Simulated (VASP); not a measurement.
Consider the following.

```yaml
crystal:
  lattice:
    - [0.00000, 2.72382, 2.72382]
    - [2.72382, 0.00000, 2.72382]
    - [2.72382, 2.72382, 0.00000]
  atoms:
    - { symbol: Mg, position: [0.00000, 0.00000, 0.00000] }
    - { symbol: Se, position: [0.50000, 0.50000, 0.50000] }
```

The numbers are results of PBEsol GGA, VASP's PBE PAW potentials (set 64) (plane waves; VASP), not measurements. Run with 500 eV cut-off, 8×8×8 Γ-centred mesh, Gaussian smearing of 0.050 eV, potentials Mg Se.

Estimate the energy per atom (σ→0), band gap (on the k-mesh) with the smallest direct gap where there is one.

| Quantity | Result |
|---|---|
| band gap (on the k-mesh) | 1.76 eV |
| smallest direct gap (on the k-mesh) | 2.51 eV |
| energy per atom (σ→0) | -391.1 kJ/mol-atom |

The absolute energy has meaning only against runs of the same code, potentials and settings.

The compound is MgSe in the rock salt structure. It was relaxed first.
